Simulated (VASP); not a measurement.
An input for Ansatz (written as the equivalent of a VASP run, and not itself run):

Ansatz 0.2 input:
```yaml
crystal:
  lattice:
    - [0.0000000, 1.8785900, 1.8785900]
    - [1.8785900, 0.0000000, 1.8785900]
    - [1.8785900, 1.8785900, 0.0000000]
  atoms:
    - { symbol: Rh, position: [0.0000000, 0.0000000, 0.0000000] }
kpoints:
  mp_grid: { grid: [17, 17, 17] }
hamiltonian:
  xc: lda
  pseudopotentials: { kind: paw }
scf:
  occupations: { method: methfessel_paxton, width: 0.1 }
  max_iter: 100
relax:
  max_steps: 40
  f_tol: 0.02
  cell: {}
output: { forces: true, stress: true, eigenvalues: true }
```

**Question.** Write the VASP files for the same calculation (LDA).

**Answer.** Several could match; the one computed here: 
**KPOINTS**
```
Automatic mesh
0
Gamma
17 17 17
0 0 0
```

**INCAR**
```
SYSTEM=Rh
PREC=Accurate; ENCUT=500; LREAL=.FALSE.
LASPH=.TRUE.
EDIFF=1E-6; NELM=100; ALGO=Normal
LMAXMIX=4
ISMEAR=1; SIGMA=0.1
IBRION=2; NSW=40; ISIF=3
EDIFFG=-0.02
LWAVE=.FALSE.; LCHARG=.FALSE.
```

**POSCAR**
```
Rh
1
   -0.0000000000     1.8785900288     1.8785900288
    1.8785900288    -0.0000000000     1.8785900288
    1.8785900288     1.8785900288    -0.0000000000
Rh
1
Direct
  0.0000000000   0.0000000000   0.0000000000
```

POTCAR, in this order: Rh_pv (LDA.64 set). Program: vasp_std.

What does not carry over: each code has its own PAW files, so the cut-off isn't converted (ENCUT is set for VASP's; basis.ecutwfc is left out, and Ansatz then takes the one that its files recommend); Ansatz stops its SCF on the density residual and VASP on the energy change (EDIFF); Ansatz's lda is the Perdew-Wang form, while the LDA potentials of VASP carry Perdew-Zunger's.

The compound is Rh in the fcc structure. It was relaxed first.
